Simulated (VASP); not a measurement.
Write the native input for VASP 6.6.1 that does the following.

* Task: single point
* Functional: PBE
* Potentials or basis: VASP PAW PBE potentials, release 64 (Na_pv, Li_sv, S)
* Cutoff: 520 eV
* k mesh: 6 × 6 × 4
* Occupations: gaussian, width 0.02 eV
* Spin: no spin polarisation
* Dipole correction: no
* Further INCAR settings: ALGO = Normal; EDIFF = 1e-06; NBANDS = 23

The structure of NaLi3S2 lies in POSCAR:

```
NaLi3S2
1.0
    4.0790510471      0.0000000000      0.0000000000
   -2.0395255236      3.5325618301      0.0000000000
    0.0000000000      0.0000000000      6.7195471126
Na Li S
1 3 2
Direct
    0.0000000000      0.0000000000      0.0000000000
    0.0000000000      0.0000000000      0.5000000000
    0.6666666667      0.3333333333      0.6619739517
    0.3333333333      0.6666666667      0.3380260483
    0.6666666667      0.3333333333      0.2813353437
    0.3333333333      0.6666666667      0.7186646563
```

The cell was built by a generator and needn't be a form met in nature.

The cell isn't the ideal one: species swapped into the Li3GdBi2 type (P-3m1, No. 164).

These files were run (other wordings do the same):

INCAR

```
SYSTEM = NaLi3S2
PREC = Accurate ; ENCUT = 520
EDIFF = 1E-6 ; ISMEAR = 0
SIGMA = 0.02 ; LREAL = .FALSE.
LASPH = .TRUE. ; NELM = 100
ALGO = Normal ; ISIF = 2
LWAVE = .FALSE. ; LCHARG = .FALSE.
GGA = PE ; NBANDS = 23
```

KPOINTS

```
regular mesh
0
G
  6 6 4
  0 0 0
```

Potentials or basis: VASP PAW PBE potentials, release 64 (Na_pv, Li_sv, S).

Run with:

```bash
$ cat potpaw_PBE.64/Na_pv/POTCAR potpaw_PBE.64/Li_sv/POTCAR potpaw_PBE.64/S/POTCAR > POTCAR
$ mpirun -np 1 vasp_std > vasp.out
```

It gave:

- Largest force: 0.010 eV/Å
- Band gap on the k mesh: 3.49 eV, direct

Wall time 45 s on 1 thread of Intel(R) Xeon(R) Platinum 8488C (Sapphire Rapids), with other jobs on the host, peak memory 0.21 GiB.
